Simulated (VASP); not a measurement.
Here is the system:

```
Sn
1.0
   -2.89421     2.89421     1.57171
    2.89421    -2.89421     1.57171
    2.89421     2.89421    -1.57171
Sn
2
Direct
  0.25000   0.75000   0.50000
  0.00000   0.00000   0.00000
```

All values below come from PBE GGA with D3 dispersion (Becke-Johnson damping), VASP's PBE PAW potentials (set 64) (plane waves; VASP 6.6.1). Numerical set-up: 520 eV cut-off, 13×13×13 Γ-centred mesh, first-order Methfessel-Paxton smearing of 0.10 eV, potentials Sn_d.

Task: Give the stress tensor in GPa (positive for a compressed cell).

Result: 
```
1.82  0.00  0.00
0.00  1.82  0.00
0.00  0.00  1.80
```
The pressure is its mean diagonal, 1.81 GPa.

The compound is Sn in the beta structure. This cell is one point of a volume scan, at 0.97 of the reference volume.
